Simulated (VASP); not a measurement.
Level of theory: PBE GGA, VASP's PBE PAW potentials (set 64) (plane waves; VASP).

A VASP calculation is set up with these files.

**INCAR**
```
ALGO = Normal
ENCUT = 520   # plane-wave cut-off (eV)
PREC = Accurate
ISMEAR = 0   # Gaussian
SIGMA = 0.05   # width (eV)
LREAL = .False.   # projection in real space or not
ISIF = 2   # forces and stress, cell fixed
LMAXMIX = 4
LCHARG = .False.
LWAVE = .False.
SYSTEM = ZrB2
NELM = 100   # most electronic steps
GGA = PE   # PBE
LASPH = .True.
EDIFF = 1E-6
```

POSCAR:
```
ZrB2
1
    1.5817500000    -2.7672120000     0.0000000000
    1.5817500000     2.7672120000     0.0000000000
    0.0000000000     0.0000000000     3.5391650000
Zr B
1 2
Direct
  0.0000000000   0.0000000000   0.0000000000
  0.3333330000   0.6666670000   0.5000000000
  0.6956190000   0.3622850000   0.5000000000
```

**KPOINTS**
```
Automatic mesh
0
Gamma
10 10 8
0 0 0
```

POTCAR, in this order: Zr_sv B (PBE.64 set). Program: vasp_std.

The resulting files:

**OSZICAR**
```
       N       E                     dE             d eps       ncg     rms          rms(c)
DAV:   1     0.110300133314E+03    0.11030E+03   -0.98837E+03  6760   0.138E+03
DAV:   2    -0.220062510920E+02   -0.13231E+03   -0.12771E+03  7927   0.335E+02
DAV:   3    -0.274811166806E+02   -0.54749E+01   -0.54031E+01 10957   0.599E+01
DAV:   4    -0.275986584074E+02   -0.11754E+00   -0.11737E+00  8574   0.814E+00
DAV:   5    -0.276023532443E+02   -0.36948E-02   -0.36947E-02 10556   0.103E+00    0.213E+01
DAV:   6    -0.249401695160E+02    0.26622E+01   -0.79479E+00  8271   0.199E+01    0.862E+00
DAV:   7    -0.249109675425E+02    0.29202E-01   -0.90093E-01 10390   0.618E+00    0.308E+00
DAV:   8    -0.249119273819E+02   -0.95984E-03   -0.95334E-02  8131   0.286E+00    0.792E-01
DAV:   9    -0.249092843861E+02    0.26430E-02   -0.16068E-02  8555   0.105E+00    0.141E-01
DAV:  10    -0.249092514222E+02    0.32964E-04   -0.84948E-04  8825   0.272E-01    0.430E-02
DAV:  11    -0.249092649363E+02   -0.13514E-04   -0.32150E-05  9052   0.677E-02    0.135E-02
DAV:  12    -0.249092648214E+02    0.11492E-06   -0.19100E-06  6295   0.149E-02
   1 F= -.24909265E+02 E0= -.24909117E+02  d E =-.296014E-03
```

File OUTCAR:
```
------------------------ aborting loop because EDIFF is reached ----------------------------------------
  FORCE on cell =-STRESS in cart. coord.  units (eV):
  Direction    XX          YY          ZZ          XY          YZ          ZX
  --------------------------------------------------------------------------------------
  Total        0.4771076     -0.6362041      0.0844272      0.1511766      0.0000000      0.0000000
  in kB       24.6726547    -32.9000033      4.3659818      7.8177904      0.0000000      0.0000000
  external PRESSURE =      -1.2871223 kB  Pullay stress =       0.0000000 kB
  volume of cell :       30.98
      direct lattice vectors                 reciprocal lattice vectors
     1.581750000 -2.767212000  0.000000000     0.316105579 -0.180687277  0.000000000
     1.581750000  2.767212000  0.000000000     0.316105579  0.180687277  0.000000000
     0.000000000  0.000000000  3.539165000     0.000000000  0.000000000  0.282552523
 POSITION                                       TOTAL-FORCE (eV/Angst)
 -----------------------------------------------------------------------------------
      0.00000      0.00000      0.00000         0.597939      0.032379      0.000000
      1.58175      0.92241      1.76958         0.784865     -0.112696      0.000000
      1.67334     -0.92241      1.76958        -1.382803      0.080316      0.000000
 -----------------------------------------------------------------------------------
    total drift:                                0.000088      0.000005      0.000000
  FREE ENERGIE OF THE ION-ELECTRON SYSTEM (eV)
  ---------------------------------------------------
  free  energy   TOTEN  =       -24.9092648214 eV

  energy  without entropy=      -24.9089688071  energy(sigma->0) =      -24.90911681
```
(Selected blocks of OUTCAR.)

OUTCAR:
```
 val. band max:       10.3402913425   @ k =   0.5000   0.2000   0.0000

 cond. band min:      10.3771716407   @ k =   0.5000   0.3000   0.0000


 Fermi energy:        10.3572582758

 k-point     1 :       0.0000    0.0000    0.0000
  band No.  band energies     occupation
      1     -38.2177      2.00000
      2     -16.3967      2.00000
      3     -15.8808      2.00000
      4     -15.8431      2.00000
      5      -2.2549      2.00000
      6       7.4615      2.00000
      7       7.8463      2.00000
      8       8.0852      2.00000
      9       8.2020      2.00000
     10      13.7164      0.00000
     11      13.8728      0.00000
     12      14.2775      0.00000
     13      14.6110      0.00000

 k-point     2 :       0.1000    0.0000    0.0000
  band No.  band energies     occupation
      1     -38.2070      2.00000
      2     -16.3809      2.00000
      3     -15.9368      2.00000
      4     -15.9011      2.00000
      5      -2.0597      2.00000
      6       6.9713      2.00000
      7       7.9026      2.00000
      8       7.9993      2.00000
      9       8.1907      2.00000
     10      13.4652      0.00000
     11      13.5919      0.00000
     12      13.8972      0.00000
     13      14.0978      0.00000

 k-point     3 :       0.0000    0.1000    0.0000
  band No.  band energies     occupation
      1     -38.2069      2.00000
      2     -16.3805      2.00000
      3     -15.9686      2.00000
      4     -15.8704      2.00000
      5      -2.0535      2.00000
      6       7.3807      2.00000
      7       7.6447      2.00000
      8       7.8463      2.00000
      9       8.0536      2.00000
     10      13.4409      0.00000
     11      13.7190      0.00000
     12      14.0176      0.00000
     13      14.1280      0.00000

 k-point     4 :       0.2000    0.0000    0.0000
  band No.  band energies     occupation
      1     -38.1789      2.00000
      2     -16.3393      2.00000
      3     -16.1745      2.00000
...
```

The compound is ZrB2 in the AlB2 type structure. The cell was not relaxed at this level, atoms are displaced from their ideal sites. The run is one of a series of settings (ISMEAR = 0, SIGMA = 0.05 against the base run), some of them coarse on purpose.
